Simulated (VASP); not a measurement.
OSZICAR of a VASP run on LaB$_{6}$ (cab6):

File OSZICAR:
```
       N       E                     dE             d eps       ncg     rms          rms(c)
DAV:   1     0.244656294103E+03    0.24466E+03   -0.12637E+04  1260   0.232E+03
DAV:   2     0.399443966880E+01   -0.24066E+03   -0.22996E+03  1588   0.338E+02
DAV:   3    -0.503566292609E+02   -0.54351E+02   -0.47947E+02  1964   0.178E+02
DAV:   4    -0.533940318854E+02   -0.30374E+01   -0.30051E+01  2248   0.474E+01
DAV:   5    -0.535110317502E+02   -0.11700E+00   -0.11591E+00  1928   0.717E+00    0.911E+00
DAV:   6    -0.493973834632E+02    0.41136E+01   -0.10967E+01  1866   0.210E+01    0.462E+00
DAV:   7    -0.490992579631E+02    0.29813E+00   -0.43360E+00  2184   0.130E+01    0.191E+00
DAV:   8    -0.491960225285E+02   -0.96765E-01   -0.22833E+00  2204   0.153E+01    0.138E+00
DAV:   9    -0.490805501185E+02    0.11547E+00   -0.30853E-01  2096   0.503E+00    0.670E-01
DAV:  10    -0.490605250724E+02    0.20025E-01   -0.23063E-01  2226   0.425E+00    0.131E-01
DAV:  11    -0.490608867287E+02   -0.36166E-03   -0.88015E-03  1948   0.808E-01    0.104E-01
DAV:  12    -0.490606413430E+02    0.24539E-03   -0.92846E-04  2344   0.288E-01    0.577E-02
DAV:  13    -0.490604779208E+02    0.16342E-03   -0.13693E-03  2142   0.346E-01    0.679E-03
DAV:  14    -0.490604817618E+02   -0.38409E-05   -0.57678E-05  1976   0.749E-02    0.386E-03
DAV:  15    -0.490604816235E+02    0.13821E-06   -0.20804E-06  1678   0.145E-02
   1 F= -.46822996E+02 E0= -.46823241E+02  d E =-.468230E+02
       N       E                     dE             d eps       ncg     rms          rms(c)
DAV:   1    -0.491298260150E+02   -0.69344E-01   -0.57571E+00  1762   0.265E+01    0.201E+00
DAV:   2    -0.489997752257E+02    0.13005E+00   -0.38122E-01  2016   0.921E+00    0.899E-01
DAV:   3    -0.489725532477E+02    0.27222E-01   -0.16024E-01  1914   0.444E+00    0.190E-01
DAV:   4    -0.489733811418E+02   -0.82789E-03   -0.49941E-02  2210   0.274E+00    0.190E-01
DAV:   5    -0.489719304848E+02    0.14507E-02   -0.21622E-02  2136   0.168E+00    0.115E-01
DAV:   6    -0.489721657608E+02   -0.23528E-03   -0.12262E-03  1884   0.223E-01    0.111E-01
DAV:   7    -0.489718211725E+02    0.34459E-03   -0.28946E-03  1882   0.627E-01    0.191E-02
DAV:   8    -0.489718267018E+02   -0.55294E-05   -0.87020E-05  1974   0.842E-02    0.428E-03
DAV:   9    -0.489718271593E+02   -0.45749E-06   -0.58520E-06  1880   0.229E-02
   2 F= -.46837404E+02 E0= -.46837615E+02  d E =-.144076E-01
       N       E                     dE             d eps       ncg     rms          rms(c)
DAV:   1    -0.490615457062E+02   -0.89719E-01   -0.10140E+00  1758   0.107E+01    0.920E-01
DAV:   2    -0.490350795918E+02    0.26466E-01   -0.12619E-01  2148   0.489E+00    0.315E-01
DAV:   3    -0.490317439797E+02    0.33356E-02   -0.89692E-03  1960   0.891E-01    0.989E-02
DAV:   4    -0.490314146698E+02    0.32931E-03   -0.19968E-03  2384   0.280E-01    0.351E-02
DAV:   5    -0.490314204165E+02   -0.57467E-05   -0.12657E-04  1836   0.861E-02    0.204E-02
DAV:   6    -0.490314227305E+02   -0.23140E-05   -0.46672E-05  2254   0.661E-02    0.831E-03
DAV:   7    -0.490314208667E+02    0.18638E-05   -0.61179E-06  1898   0.156E-02    0.161E-03
DAV:   8    -0.490314203837E+02    0.48298E-06   -0.21370E-07   896   0.665E-03
   3 F= -.46854219E+02 E0= -.46854446E+02  d E =-.312224E-01
       N       E                     dE             d eps       ncg     rms          rms(c)
DAV:   1    -0.490283872411E+02    0.30336E-02   -0.18325E-01  1388   0.274E+00    0.152E-01
DAV:   2    -0.490282915283E+02    0.95713E-04   -0.87880E-03  2106   0.100E+00    0.883E-02
DAV:   3    -0.490279749910E+02    0.31654E-03   -0.28714E-03  1686   0.324E-01    0.227E-02
DAV:   4    -0.490279551003E+02    0.19891E-04   -0.39349E-04  1800   0.149E-01    0.130E-02
DAV:   5    -0.490279559722E+02   -0.87188E-06   -0.23405E-05  2076   0.386E-02    0.318E-03
DAV:   6    -0.490279555664E+02    0.40580E-06   -0.25735E-06  1704   0.171E-02
   4 F= -.46852989E+02 E0= -.46853133E+02  d E =0.122992E-02
       N       E                     dE             d eps       ncg     rms          rms(c)
DAV:   1    -0.490312794368E+02   -0.33235E-02   -0.80857E-02  1380   0.182E+00    0.101E-01
DAV:   2    -0.490312367347E+02    0.42702E-04   -0.38840E-03  2086   0.668E-01    0.587E-02
DAV:   3    -0.490310959802E+02    0.14075E-03   -0.12880E-03  1670   0.217E-01    0.153E-02
DAV:   4    -0.490310858798E+02    0.10100E-04   -0.18155E-04  1830   0.102E-01    0.876E-03
DAV:   5    -0.490310849384E+02    0.94146E-06   -0.10111E-05  1954   0.252E-02    0.209E-03
DAV:   6    -0.490310847524E+02    0.18597E-06   -0.12048E-06  1490   0.123E-02
   5 F= -.46854632E+02 E0= -.46854837E+02  d E =-.413614E-03
```

Q: Which electronic solver shows in the log?

A: It is blocked Davidson (ALGO = Normal, or the opening steps of other solvers). The INCAR had ALGO = Normal.

Q: Can the final energy be trusted as converged?

A: Self-consistency was reached. It stopped with EDIFF = 1E-6, NELM = 100, NSW = 40 and EDIFFG = -0.02 after 5 ionic steps (PBE GGA, plane waves, VASP's PBE PAW potentials (set 64)). Energy and stress use the plane-wave basis of the starting cell.

The compound is LaB6 in the cab6 structure. This run relaxes it under an external pressure of 5 GPa. Symmetry was kept, so distortions that lower it aren't found. The electron count is odd and the run is not spin-polarised, which forces a metal.
